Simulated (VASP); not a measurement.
Energy against volume of ZnF₂ (rutile). These are PBE GGA, VASP's PBE PAW potentials (set 64) (plane waves; VASP 6.6.1) values and carry that method's errors. Settings: 520 eV cut-off, 5×5×7 Γ-centred mesh, Gaussian smearing of 0.050 eV, potentials Zn F.

Shape and ions are relaxed at each volume.

```json
[
 {"V (Å³/atom)": "11.511", "E (eV/atom)": "-3.85765"},
 {"V (Å³/atom)": "11.878", "E (eV/atom)": "-3.87009"},
 {"V (Å³/atom)": "12.246", "E (eV/atom)": "-3.87445"},
 {"V (Å³/atom)": "12.613", "E (eV/atom)": "-3.87220"}
]
```

Task: Fit these four points and predict the energy of the run at 12.980 Å³/atom.

Result: A cubic in V^(−2/3), the third-order Birch-Murnaghan form, passes through the four points with V0 = 12.29 Å³/atom and B0 = 94 GPa, and gives -3.8646 eV/atom there. The run gave -3.8647 eV/atom, -0.1 meV/atom from the fit; all five points give B0 = 93 GPa.

The compound is ZnF2 in the rutile structure. It was relaxed first, which changed the volume by +7 %.
